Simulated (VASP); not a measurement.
Data:

```
Na2S
1.0
    0.00000     3.27000     3.27000
    3.27000     0.00000     3.27000
    3.27000     3.27000     0.00000
Na S
2 1
Cartesian
  1.63500   1.63500   1.63500
  4.90500   4.90500   4.90500
  0.00000   0.00000   0.00000
```

These are PBE GGA, VASP's PBE PAW potentials (set 64) (plane waves; VASP) values and carry that method's errors. Run with 400 eV cut-off, 5×5×5 Monkhorst-Pack mesh, Gaussian smearing of 0.050 eV, potentials Na_pv S.

Gaps are read on the run's mesh, which can miss a band edge.

**Question.** Predict the energy per atom (σ→0), band gap (on the k-mesh) with the smallest direct gap where there is one.

**Answer.** 
| Quantity | Result |
|---|---|
| band gap (on the k-mesh) | 2.49 eV |
| smallest direct gap (on the k-mesh) | 2.49 eV |
| energy per atom (σ→0) | -3.325 eV/atom |

Total energies compare only between runs with the same potentials, cut-off and functional.

The compound is Na2S in the antifluorite structure. The cell was not relaxed at this level. The run is one of a series of settings (KPOINTS 5×5×5 Monkhorst-Pack mesh against the base run), some of them coarse on purpose.
